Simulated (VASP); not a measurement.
OSZICAR of a VASP run on BBi (relaxed from the wurtzite structure, space group P6_3mc):

### OSZICAR
```
       N       E                     dE             d eps       ncg     rms          rms(c)
DAV:   1     0.376512018989E+03    0.37651E+03   -0.21169E+04  1056   0.223E+03
DAV:   2     0.147481598529E+02   -0.36176E+03   -0.35620E+03  1062   0.528E+02
DAV:   3    -0.198646117044E+02   -0.34613E+02   -0.34303E+02  1324   0.171E+02
DAV:   4    -0.209817605591E+02   -0.11171E+01   -0.11154E+01  1240   0.332E+01
DAV:   5    -0.210298631911E+02   -0.48103E-01   -0.48098E-01  1546   0.628E+00    0.597E+00
DAV:   6    -0.193751170293E+02    0.16547E+01   -0.47543E+00  1346   0.135E+01    0.229E+00
DAV:   7    -0.192884852658E+02    0.86632E-01   -0.65217E-01  1274   0.391E+00    0.111E+00
DAV:   8    -0.192750853505E+02    0.13400E-01   -0.74550E-02  1432   0.269E+00    0.190E-01
DAV:   9    -0.192735994168E+02    0.14859E-02   -0.87966E-03  1486   0.911E-01    0.751E-02
DAV:  10    -0.192737240261E+02   -0.12461E-03   -0.10156E-03  1438   0.293E-01    0.322E-02
DAV:  11    -0.192737266235E+02   -0.25974E-05   -0.20795E-04  1480   0.148E-01    0.760E-03
DAV:  12    -0.192737253113E+02    0.13122E-05   -0.12033E-05  1066   0.221E-02    0.213E-03
DAV:  13    -0.192737254748E+02   -0.16349E-06   -0.92087E-07   840   0.731E-03
   1 F= -.10125061E+02 E0= -.10125061E+02  d E =-.101251E+02
       N       E                     dE             d eps       ncg     rms          rms(c)
DAV:   1    -0.288688344051E+02   -0.95951E+01   -0.25025E+02  1314   0.225E+02    0.184E+01
DAV:   2    -0.190429442189E+02    0.98259E+01   -0.21467E+01  1314   0.102E+02    0.673E+00
DAV:   3    -0.176035548331E+02    0.14394E+01   -0.56298E+00  1456   0.413E+01    0.832E-01
DAV:   4    -0.176264736032E+02   -0.22919E-01   -0.43975E-01  1172   0.480E+00    0.459E-01
DAV:   5    -0.176299767434E+02   -0.35031E-02   -0.13805E-02  1450   0.106E+00    0.345E-01
DAV:   6    -0.176411156794E+02   -0.11139E-01   -0.15488E-02  1410   0.135E+00    0.127E-01
DAV:   7    -0.176405347866E+02    0.58089E-03   -0.54151E-03  1230   0.415E-01    0.308E-02
DAV:   8    -0.176405427228E+02   -0.79362E-05   -0.36565E-04  1458   0.165E-01    0.179E-02
DAV:   9    -0.176405332796E+02    0.94432E-05   -0.78820E-05  1116   0.481E-02    0.533E-03
DAV:  10    -0.176405335804E+02   -0.30087E-06   -0.81004E-06  1082   0.190E-02
   2 F= -.99142820E+01 E0= -.99142820E+01  d E =0.210779E+00
       N       E                     dE             d eps       ncg     rms          rms(c)
DAV:   1    -0.224435709992E+02   -0.48030E+01   -0.10990E+02  1332   0.199E+02    0.978E+00
DAV:   2    -0.194834876406E+02    0.29601E+01   -0.59908E+00  1340   0.430E+01    0.424E+00
DAV:   3    -0.188394106517E+02    0.64408E+00   -0.29577E+00  1486   0.267E+01    0.558E-01
DAV:   4    -0.188386686025E+02    0.74205E-03   -0.15323E-01  1360   0.450E+00    0.224E-01
DAV:   5    -0.188380549557E+02    0.61365E-03   -0.11632E-02  1328   0.181E+00    0.205E-01
DAV:   6    -0.188384945101E+02   -0.43955E-03   -0.37058E-03  1208   0.464E-01    0.333E-02
DAV:   7    -0.188384923872E+02    0.21228E-05   -0.52275E-04  1466   0.130E-01    0.233E-02
DAV:   8    -0.188384656375E+02    0.26750E-04   -0.90969E-05  1168   0.488E-02    0.987E-03
DAV:   9    -0.188384653362E+02    0.30134E-06   -0.28975E-05  1476   0.576E-02    0.150E-03
DAV:  10    -0.188384648125E+02    0.52365E-06   -0.76781E-07   648   0.757E-03
   3 F= -.10285105E+02 E0= -.10285105E+02  d E =-.160044E+00
       N       E                     dE             d eps       ncg     rms          rms(c)
DAV:   1    -0.188264925770E+02    0.11973E-01   -0.22767E-02  1314   0.254E+00    0.151E-01
DAV:   2    -0.188257841654E+02    0.70841E-03   -0.13438E-03  1308   0.665E-01    0.628E-02
DAV:   3    -0.188256479384E+02    0.13623E-03   -0.57719E-04  1442   0.396E-01    0.689E-03
DAV:   4    -0.188256506663E+02   -0.27279E-05   -0.29360E-05  1314   0.557E-02    0.328E-03
DAV:   5    -0.188256514690E+02   -0.80265E-06   -0.16421E-06   596   0.230E-02
   4 F= -.10285212E+02 E0= -.10285212E+02  d E =-.160151E+00
       N       E                     dE             d eps       ncg     rms          rms(c)
DAV:   1    -0.188144395007E+02    0.11211E-01   -0.19322E-02  1314   0.234E+00    0.139E-01
DAV:   2    -0.188138405810E+02    0.59892E-03   -0.11316E-03  1314   0.611E-01    0.578E-02
DAV:   3    -0.188137254645E+02    0.11512E-03   -0.48912E-04  1450   0.364E-01    0.631E-03
DAV:   4    -0.188137279395E+02   -0.24749E-05   -0.24600E-05  1306   0.513E-02    0.298E-03
DAV:   5    -0.188137286742E+02   -0.73477E-06   -0.13785E-06   588   0.213E-02
   5 F= -.10285170E+02 E0= -.10285170E+02  d E =-.160109E+00
       N       E                     dE             d eps       ncg     rms          rms(c)
DAV:   1    -0.188329111363E+02   -0.19183E-01   -0.85950E-02  1332   0.377E+00    0.208E-01
DAV:   2    -0.188317811894E+02    0.11299E-02   -0.47080E-03  1322   0.978E-01    0.898E-02
DAV:   3    -0.188315237849E+02    0.25740E-03   -0.14342E-03  1406   0.574E-01    0.130E-02
DAV:   4    -0.188315232727E+02    0.51223E-06   -0.11045E-04  1298   0.110E-01    0.631E-03
DAV:   5    -0.188315228392E+02    0.43348E-06   -0.70689E-06  1294   0.333E-02
   6 F= -.10285341E+02 E0= -.10285341E+02  d E =-.170375E-03
```

Problem. Which electronic solver shows in the log?

Solution. It is blocked Davidson (ALGO = Normal, or the opening steps of other solvers). The INCAR had ALGO = Normal.

Problem. Can the final energy be trusted as converged?

Solution. Self-consistency was reached. It stopped with EDIFF = 1E-6, NELM = 100, NSW = 40 and EDIFFG = -0.02 after 6 ionic steps (PBEsol GGA, plane waves, VASP's PBE PAW potentials (set 64)). Energy and stress use the plane-wave basis of the starting cell.

The structure was generated: BBi was put into the wurtzite type (P6_3mc), which need not be its known phase. This run relaxes it under an external pressure of 20 GPa. Symmetry was kept, so distortions that lower it aren't found.
